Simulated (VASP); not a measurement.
A run of VASP 6.6.1 is set up as follows.

INCAR

```
ALGO = Fast ; EDIFF = 1E-6
EDIFFG = -0.01 ; ENCUT = 600
GGA = PE ; IBRION = 2
ISIF = 3 ; ISMEAR = -1
ISPIN = 2 ; KPAR = 4
LASPH = T ; LCHARG = F
LMAXMIX = 4 ; LORBIT = 11
LREAL = F ; LWAVE = F
MAGMOM = 0 0 3 3 0 0 0 0 0 ; NELM = 150
NSW = 60 ; PREC = Accurate
SIGMA = 0.05
```

KPOINTS

```
k-points
0
Gamma
  9 9 2
```

File POSCAR:

```
CsLiCr2Te2S3
1.0
    3.6035800000      0.0000000000      0.0000000000
   -1.8017900000      3.1207900000      0.0000000000
    0.0000000000      0.0000000000     19.0665100000
Cs Li Cr Te S
1 1 2 2 3
Direct
    0.0000000000      0.0000000000      0.3739900000
    0.6666700000      0.3333300000      0.0160700000
    0.0000000000      0.0000000000      0.8663700000
    0.3333300000      0.6666700000      0.1683300000
    0.3333300000      0.6666700000      0.5389100000
    0.6666700000      0.3333300000      0.7727600000
    0.0000000000      0.0000000000      0.1003000000
    0.3333300000      0.6666700000      0.9292000000
    0.6666700000      0.3333300000      0.2340800000
```

Potentials or basis: VASP PAW PBE potentials, release 64 (Cs_sv, Li_sv, Cr_pv, Te, S).

Launch:

```sh
$ cat potpaw_PBE.64/Cs_sv/POTCAR potpaw_PBE.64/Li_sv/POTCAR potpaw_PBE.64/Cr_pv/POTCAR potpaw_PBE.64/Te/POTCAR potpaw_PBE.64/S/POTCAR > POTCAR
$ mpirun -np 4 vasp_std > vasp.out
```

What does it give for the net moment?

5.64 μB per cell.

Estimate the band gap on the k mesh.

none (metal or under the smearing width).

Forces on the atoms (eV/Å):
```
Cs   0.000  0.000  0.001
Li   0.000  0.000 -0.003
Cr   0.000  0.000 -0.003
Cr   0.000  0.000  0.003
Te   0.000  0.000  0.007
Te   0.000  0.000 -0.007
S    0.000  0.000 -0.005
S    0.000  0.000  0.007
S    0.000  0.000  0.000
```

Caveat: only a ferromagnetic start was run, and an antiferromagnetic order may lie lower in energy. With open d or f shells a metallic result of PBE can be an artefact of self-interaction; +U or a hybrid may open a gap.
